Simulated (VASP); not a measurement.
Level of theory: PBE GGA with D3 dispersion (Becke-Johnson damping), VASP's PBE PAW potentials (set 64) (plane waves; VASP 6.6.1).

A VASP calculation is set up with these files.

INCAR:
```
ALGO = Normal
EDIFF = 1E-6
EDIFFG = -0.01
ENCUT = 520
GGA = PE
IBRION = 2
ISIF = 3
ISMEAR = 1
IVDW = 12
LASPH = .TRUE.
LCHARG = .FALSE.
LREAL = .FALSE.
LWAVE = .FALSE.
NELM = 100
NSW = 60
PREC = Accurate
SIGMA = 0.1
SYSTEM = Mg
```

### POSCAR
```
Mg
1
    1.5750112310    -2.7279999029    -0.0000000000
    1.5750112310     2.7279999029     0.0000000000
    0.0000000000     0.0000000000     5.0312035788
Mg
2
Direct
  0.3333330000   0.6666670000   0.2500000000
  0.6666670000   0.3333330000   0.7500000000
```

KPOINTS:
```
Automatic mesh
0
Gamma
12 12 7
0 0 0
```

POTCAR, in this order: Mg (PBE.64 set). Program: vasp_std.

**Question.** Predict the energy per atom (σ→0), dispersion energy, band gap (on the k-mesh).

**Answer.** 
The energy per atom (σ→0) is -1.800 eV/atom and the dispersion energy comes out as -0.602 eV. The band gap (on the k-mesh) comes out as none (metal, semimetal or under 0.01 eV).

### OSZICAR
```
...
DAV:   4    -0.301184614271E+01   -0.76988E-04   -0.76988E-04  1326   0.153E-01
DAV:   5    -0.301184660713E+01   -0.46442E-06   -0.46423E-06  1278   0.766E-03    0.959E-01
DAV:   6    -0.300525907118E+01    0.65875E-02   -0.45042E-04  1128   0.259E-01    0.613E-01
DAV:   7    -0.299774403973E+01    0.75150E-02   -0.17193E-03  1038   0.441E-01    0.329E-02
DAV:   8    -0.299775190475E+01   -0.78650E-05   -0.11650E-05  1482   0.304E-02    0.732E-03
DAV:   9    -0.299775077959E+01    0.11252E-05   -0.11846E-06  1056   0.775E-03    0.649E-04
DAV:  10    -0.299775063476E+01    0.14483E-06   -0.81897E-09   714   0.769E-04
   1 F= -.35998463E+01 E0= -.35999150E+01  d E =-.359985E+01
```

The compound is Mg in the hcp structure. It was relaxed first, which changed the volume by -7 %. The start is the result of an earlier pass.
